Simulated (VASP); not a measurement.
These are LDA (Ceperley-Alder, Perdew-Zunger), VASP's LDA PAW potentials (set 64) (plane waves; VASP) values and carry that method's errors.

VASP ran on this input.

**INCAR**
```
ALGO = Normal
EDIFF = 1E-7
ENCUT = 520
ISIF = 2
ISMEAR = 1
LASPH = .True.
LCHARG = .False.
LREAL = .False.
LWAVE = .False.
NELM = 100
PREC = Accurate
SIGMA = 0.1
SYSTEM = Li
```

File KPOINTS:
```
Automatic mesh
0
Gamma
15 15 15
0 0 0
```

### POSCAR
```
Li
1
   -1.7095583408     1.7095583408     1.7095583408
    1.7095583408    -1.7095583408     1.7095583408
    1.7095583408     1.7095583408    -1.7095583408
Li
1
Direct
  0.0000000000   0.0000000000   0.0000000000
```

POTCAR, in this order: Li_sv (LDA.64 set). Program: vasp_std.

Output

OSZICAR:
```
       N       E                     dE             d eps       ncg     rms          rms(c)
DAV:   1     0.381752653946E+00    0.38175E+00   -0.72347E+02  1215   0.419E+02
DAV:   2    -0.192018421843E+01   -0.23019E+01   -0.22468E+01  1680   0.585E+01
DAV:   3    -0.203951982436E+01   -0.11934E+00   -0.11889E+00  1560   0.923E+00
DAV:   4    -0.204270204951E+01   -0.31822E-02   -0.31819E-02  1545   0.133E+00
DAV:   5    -0.204273369280E+01   -0.31643E-04   -0.31643E-04  1560   0.134E-01    0.213E-01
DAV:   6    -0.204176871744E+01    0.96498E-03   -0.39288E-04  2160   0.128E-01    0.120E-01
DAV:   7    -0.204130033436E+01    0.46838E-03   -0.92749E-04  2200   0.201E-01    0.300E-02
DAV:   8    -0.204130427782E+01   -0.39435E-05   -0.35953E-05  1290   0.655E-02    0.146E-03
DAV:   9    -0.204130454864E+01   -0.27082E-06   -0.10854E-06  1475   0.133E-02    0.646E-04
DAV:  10    -0.204130461268E+01   -0.64038E-07   -0.11448E-07   775   0.322E-03
   1 F= -.20413046E+01 E0= -.20412787E+01  d E =-.777410E-04
```

**OUTCAR**
```
------------------------ aborting loop because EDIFF is reached ----------------------------------------
  FORCE on cell =-STRESS in cart. coord.  units (eV):
  Direction    XX          YY          ZZ          XY          YZ          ZX
  --------------------------------------------------------------------------------------
  Total       -0.1005415     -0.1005415     -0.1005415      0.0000000     -0.0000000      0.0000000
  in kB       -8.0601680     -8.0601680     -8.0601680      0.0000000     -0.0000000      0.0000000
  external PRESSURE =      -8.0601680 kB  Pullay stress =       0.0000000 kB
  volume of cell :       19.99
      direct lattice vectors                 reciprocal lattice vectors
    -1.709558341  1.709558341  1.709558341     0.000000000  0.292473201  0.292473201
     1.709558341 -1.709558341  1.709558341     0.292473201  0.000000000  0.292473201
     1.709558341  1.709558341 -1.709558341     0.292473201  0.292473201  0.000000000
 POSITION                                       TOTAL-FORCE (eV/Angst)
 -----------------------------------------------------------------------------------
      0.00000      0.00000      0.00000        -0.000000      0.000000      0.000000
 -----------------------------------------------------------------------------------
    total drift:                               -0.000000      0.000000     -0.000000
  FREE ENERGIE OF THE ION-ELECTRON SYSTEM (eV)
  ---------------------------------------------------
  free  energy   TOTEN  =        -2.0413046127 eV

  energy  without entropy=       -2.0412268716  energy(sigma->0) =       -2.04127870
```
(Selected blocks of OUTCAR.)

File OUTCAR:
```
 val. band max:        0.6348300491   @ k =  -0.3333   0.3333   0.2667

 cond. band min:       0.7009858790   @ k =  -0.4000   0.4667   0.0667


 Fermi energy:         0.6996336454

 k-point     1 :       0.0000    0.0000    0.0000
  band No.  band energies     occupation
      1     -44.9693      2.00000
      2      -2.8718      2.00000
      3      15.1285      0.00000
      4      15.1285      0.00000
      5      15.1285      0.00000

 k-point     2 :       0.0667    0.0000    0.0000
  band No.  band energies     occupation
      1     -44.9683      2.00000
      2      -2.7886      2.00000
      3      14.5883      0.00000
      4      14.7213      0.00000
      5      14.9903      0.00000

 k-point     3 :       0.1333    0.0000    0.0000
  band No.  band energies     occupation
      1     -44.9655      2.00000
      2      -2.5392      2.00000
      3      13.0187      0.00000
      4      13.8654      0.00000
      5      14.6011      0.00000

 k-point     4 :       0.2000    0.0000    0.0000
  band No.  band energies     occupation
      1     -44.9613      2.00000
      2      -2.1235      2.00000
      3      10.9533      0.00000
      4      12.9679      0.00000
      5      14.0580      0.00000

 k-point     5 :       0.2667    0.0000    0.0000
  band No.  band energies     occupation
      1     -44.9566      2.00000
      2      -1.5439      2.00000
      3       8.8665      0.00000
      4      12.1867      0.00000
      5      13.4944      0.00000

 k-point     6 :       0.3333    0.0000    0.0000
  band No.  band energies     occupation
      1     -44.9521      2.00000
      2      -0.8132      2.00000
      3       6.9450      0.00000
      4      11.5780      0.00000
      5      13.0117      0.00000

 k-point     7 :       0.4000    0.0000    0.0000
  band No.  band energies     occupation
      1     -44.9485      2.00000
      2       0.0189      2.00000
      3       5.3005      0.00000
...
```

The compound is Li in the bcc structure. This cell is one point of a volume scan, at 1.06 of the reference volume.
